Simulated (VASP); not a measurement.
# P4Pd (P4/mmm) in VASP: further runs, part 3 of 3

VASP 6.6.1. Earlier steps stand in the parts before.

## (5) Single point, revTPSS+D3, spin-orbit coupling, no magnetisation (volume scaled by 1.04)

Contents of INCAR:

```
SYSTEM = P4Pd
  PREC = Accurate
  ENCUT = 520
  EDIFF = 1E-6
  ISMEAR = 0
  SIGMA = 0.1
  LREAL = .False.
  LASPH = .True.
  NELM = 60
  ALGO = Normal
  ISIF = 2
  LWAVE = .False.
  LCHARG = .True.
  MAGMOM = 0 0 0 0 0 0 0 0 0 0 0 0 0 0 0
  LORBIT = 11
  LSORBIT = .True.
  GGA_COMPAT = .False.
  LMAXMIX = 4
  METAGGA = RTPSS
  LMIXTAU = .True.
  IVDW = 11
  VDW_S6 = 1.0
  VDW_S8 = 1.3666
  VDW_SR = 1.3491
  VDW_SR8 = 1.0
  LVHAR = .True.
  NBANDS = 34
  ISYM = 1
  IMIX = 1
  AMIX = 0.2
```

Contents of KPOINTS:

```
Automatic mesh
0
Gamma
  5 5 3
  0 0 0
```

Contents of POSCAR:

```
P4Pd
1.0
    3.9287318473      0.0000000000      0.0000000000
    0.0000000000      3.9287318473      0.0000000000
    0.0000000000      0.0000000000      7.7112821582
P Pd
4 1
Direct
    0.0000000000      0.0000000000      0.7583594700
    0.0000000000      0.0000000000      0.2416405300
    0.0000000000      0.0000000000      0.5000000000
    0.5000000000      0.5000000000      0.5000000000
    0.5000000000      0.5000000000      0.0000000000
```

Potentials or basis: VASP PAW PBE potentials, release 64 (P, Pd).

Launch:

```bash
> cat potpaw_PBE.64/P/POTCAR potpaw_PBE.64/Pd/POTCAR > POTCAR
> mpirun -np 1 vasp_ncl > vasp.out
```

OUTCAR:

```text
SYSTEM = P4Pd
   PREC = Accurate
   ENCUT = 520
   EDIFF = 1E-6
   ISMEAR = 0
   LREAL = .False.
   LASPH = .True.
   NELM = 60
   ISIF = 2
   LORBIT = 11
   LSORBIT = .True.
   METAGGA = RTPSS
   IVDW = 11
   ISYM = 1
   IMIX = 1
   AMIX = 0.2
 IVDW          = 11

 ion  position               nearest neighbor table
   1  0.000  0.000  0.758-   3 1.99
   2  0.000  0.000  0.242-   3 1.99
   3  0.000  0.000  0.500-   1 1.99   2 1.99   4 2.78   4 2.78   4 2.78   4 2.78
   4  0.500  0.500  0.500-   3 2.78   3 2.78   3 2.78   3 2.78
   5  0.500  0.500  0.000-

  LATTYP: Found a simple tetragonal cell.
 ALAT       =     3.9287318473
 C/A-ratio  =     1.9627916737

  Lattice vectors:

 A1 = (   3.9287318473,   0.0000000000,   0.0000000000)
 A2 = (   0.0000000000,   3.9287318473,   0.0000000000)
 A3 = (   0.0000000000,   0.0000000000,   7.7112821582)

Analysis of symmetry for initial positions (statically):
=====================================================================
 Subroutine PRICEL returns:
[... 687 lines left out ...]
     0.0000000     0.0000000     0.0000000     0.0000000     0.0000000     0.0000000     0.0000000
     0.0000000     0.0000000     0.0000000     0.0000000     0.0000000     0.0000000     0.0000000
     0.0000000     0.0000000     0.0000000     0.0000000     0.0000000     0.0000000     0.0000000
[... 69 lines left out ...]
 l=   2
     0.0000000    -0.0030689     0.0000000    -0.0030689    -0.0095957
    -0.0030689     0.0000000    -0.0071381    -0.0028628    -0.0026482
     0.0000000    -0.0071381     0.0000000    -0.0071381     0.0000000
    -0.0030689    -0.0028628    -0.0071381     0.0000000    -0.0026482
    -0.0095957    -0.0026482     0.0000000    -0.0026482     0.0000000
 l=   3
     0.0000000     0.0000000     0.0000000     0.0000000     0.0000000     0.0000000     0.0000000
     0.0000000     0.0000000     0.0000000     0.0000000     0.0000000     0.0000000     0.0000000
     0.0000000     0.0000000     0.0000000     0.0000000     0.0000000     0.0000000     0.0000000
     0.0000000     0.0000000     0.0000000     0.0000000     0.0000000     0.0000000     0.0000000
     0.0000000     0.0000000     0.0000000     0.0000000     0.0000000     0.0000000     0.0000000
     0.0000000     0.0000000     0.0000000     0.0000000     0.0000000     0.0000000     0.0000000
     0.0000000     0.0000000     0.0000000     0.0000000     0.0000000     0.0000000     0.0000000

 total charge

# of ion       s       p       d       tot
------------------------------------------
    1        1.133   1.274   0.000   2.406
    2        1.133   1.274   0.000   2.406
    3        1.041   1.411   0.000   2.452
    4        1.170   1.134   0.000   2.303
    5        0.178   0.084   8.586   8.848
--------------------------------------------------
tot          4.655   5.176   8.586  18.416

 magnetization (x)

# of ion       s       p       d       tot
------------------------------------------
    1        0.000   0.000   0.000   0.000
    2        0.000   0.000   0.000   0.000
    3        0.000  -0.000   0.000  -0.000
    4       -0.000   0.000   0.000  -0.000
    5       -0.000   0.000   0.000   0.000
--------------------------------------------------
tot         -0.000  -0.000   0.000   0.000

 magnetization (y)

# of ion       s       p       d       tot
------------------------------------------
    1        0.000   0.000   0.000   0.000
    2        0.000   0.000   0.000   0.000
    3        0.000   0.000   0.000   0.000
    4        0.000   0.000   0.000   0.000
    5        0.000   0.000   0.000   0.000
--------------------------------------------------
tot          0.000   0.000   0.000   0.000

 magnetization (z)

# of ion       s       p       d       tot
------------------------------------------
    1        0.000   0.000   0.000   0.000
    2        0.000   0.000   0.000   0.000
    3       -0.000  -0.000   0.000  -0.000
    4        0.000  -0.000   0.000  -0.000
    5        0.000   0.000  -0.000  -0.000
--------------------------------------------------
tot          0.000  -0.000  -0.000  -0.000
```

It took 10 min on 1 thread of Intel Xeon 6975P-C (Granite Rapids), shared host; peak memory 0.56 GiB.

Results:

- Free energy: -11.8464 eV
- Pressure: -3.0 GPa
- Largest force: 1.497 eV/Å
- Valence electrons inside the program's atomic spheres: P 2.41, 2.45, 2.30; Pd 8.85
- Dispersion energy per atom: -0.319 eV

Forces in eV/Å, atoms in the order of the input:
```
P    0.000  0.000  1.497
P    0.000  0.000 -1.497
P    0.000  0.000  0.000
P    0.000  0.000  0.000
Pd   0.000  0.000  0.000
```

Caveat: the PAW data sets were made with another functional, which shifts forces and pressure a little.

## (6) The reference run

An earlier run on the cell as given: functional PBE; potentials or basis VASP PAW PBE potentials, release 64 (P, Pd); cutoff 520 eV; k mesh 7 × 7 × 4; occupations fermi-dirac, width 0.05 eV; no spin polarisation.

* Pressure: -6.0 GPa
* Largest force: 3.393 eV/Å
* Band gap on the k mesh: none (metal or under the smearing width)

## (7) Overview

| task | level | potentials or basis | spin | U | cell | k mesh | cutoff (eV) | smearing | LDAUTYPE | hund's J | other keys | gap on the mesh (eV) | pressure (GPa) | relaxed volume (Å³/atom) | largest force (eV/Å) |
| --- | --- | --- | --- | --- | --- | --- | --- | --- | --- | --- | --- | --- | --- | --- | --- |
| relaxation of cell and atoms | PBE | VASP PAW PBE potentials, release 64 (P, Pd) | off | - | relaxed | 7 × 7 × 4 | 600 | gaussian 0.05 eV | - | - | - | none | 0.0 | 16.76 | 0.01 |
| relaxation of cell and atoms | RPBE | VASP PAW PBE potentials, release 64 (P, Pd) | off | - | relaxed | 7 × 7 × 4 | 600 | gaussian 0.05 eV | - | - | - | none | 0.0 | 17.22 | 0.01 |
| single point | PBE+U | VASP PAW PBE potentials, release 64 (P_GW, Pd_GW) | off | Pd d U = 6.2 eV, J = 0.5 eV | as given | 7 × 7 × 4 | 550 | fermi-dirac 0.05 eV | 1 | 0.5 | - | none | -4.7 | - | 2.55 |
| single point | revTPSS+D3 | VASP PAW PBE potentials, release 64 (P, Pd) | SOC, no magnetisation | - | volume scaled by 1.04 | 5 × 5 × 3 | 520 | gaussian 0.1 eV | - | - | ISYM = 1; IMIX = 1; AMIX = 0.2; NBANDS = 34 | - | -3.0 | - | 1.50 |
| single point | PBE | VASP PAW PBE potentials, release 64 (P, Pd) | off | - | as given | 7 × 7 × 4 | 520 | fermi-dirac 0.05 eV | - | - | - | none | -6.0 | - | 3.39 |

Caveats: the volume moved by over 15 % at a fixed basis, so the end points are rough (some runs); the PAW data sets were made with another functional, which shifts forces and pressure a little (some runs); forces of over 1 eV/Å show positions far from the minimum, so gaps and moduli don't describe the material at rest (some runs); U without spin polarisation on a metal has little footing (some runs); the U is typed as a test and isn't derived for this compound (some runs).

Total energies depend on the potentials used, so only differences within one code and one set of settings carry meaning.
